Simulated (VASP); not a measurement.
Calculation: r2SCAN meta-GGA, VASP's PBE PAW potentials (set 64) (plane waves; VASP 6.6.1).

VASP input:

INCAR:
```
# general
SYSTEM =Pt3Ti
PREC   =Accurate
ENCUT  =520
LREAL  =.False.
LASPH  =.True.

# electronic loop
EDIFF  =1E-6
NELM   =100
ALGO   =Normal
LMAXMIX=6
LMIXTAU=.True.

# smearing
ISMEAR =1
SIGMA  =0.1

# functional
METAGGA=R2SCAN

# ions
IBRION =2
NSW    =60
ISIF   =3
EDIFFG =-0.02

# output
LWAVE  =.False.
LCHARG =.False.
```

File KPOINTS:
```
K-points
0
gamma
 7 7 7
0 0 0
```

File POSCAR:
```
Pt3Ti
1
    3.8984325560     0.0000000000    -0.0000000000
    0.0000000000     3.8984325560     0.0000000000
    0.0000000000     0.0000000000     3.8984325560
Ti Pt
1 3
Direct
  0.0000000000   0.0000000000   0.0000000000
  0.0000000000   0.5000000000   0.5000000000
  0.5000000000   0.0000000000   0.5000000000
  0.5000000000   0.5000000000   0.0000000000
```

POTCAR, in this order: Ti_sv Pt (PBE.64 set). Program: vasp_std.

Energy and stress use the plane-wave basis of the starting cell. Unless said otherwise, spin-orbit coupling is left out, though it shifts the bands of the heavy elements here.

Estimate the energy per atom (σ→0), volume per atom, band gap (on the k-mesh).

```yaml
energy per atom (σ→0): -42.784 eV/atom
band gap (on the k-mesh): none (metal, semimetal or under 0.01 eV)
volume_per_atom: 15.12 Å³/atom
```

File OSZICAR:
```
...
DAV:   8    -0.171135532965E+03    0.40614E-04   -0.13929E-03  1342   0.257E-01    0.145E-01
DAV:   9    -0.171136085181E+03   -0.55222E-03   -0.67698E-04  1014   0.233E-01    0.602E-02
DAV:  10    -0.171136093947E+03   -0.87656E-05   -0.81652E-05  1358   0.618E-02    0.353E-02
DAV:  11    -0.171136098482E+03   -0.45358E-05   -0.21485E-05  1333   0.432E-02    0.150E-02
DAV:  12    -0.171136103778E+03   -0.52958E-05   -0.28300E-05  1401   0.360E-02    0.556E-03
DAV:  13    -0.171136106035E+03   -0.22567E-05   -0.32496E-06   900   0.167E-02    0.238E-03
DAV:  14    -0.171136106311E+03   -0.27569E-06   -0.38741E-07   504   0.452E-03
   3 F= -.17113611E+03 E0= -.17113607E+03  d E =-.200777E-01
```

The compound is Pt3Ti in the L1_2 structure. This run relaxes it. Symmetry was kept, so distortions that lower it aren't found.
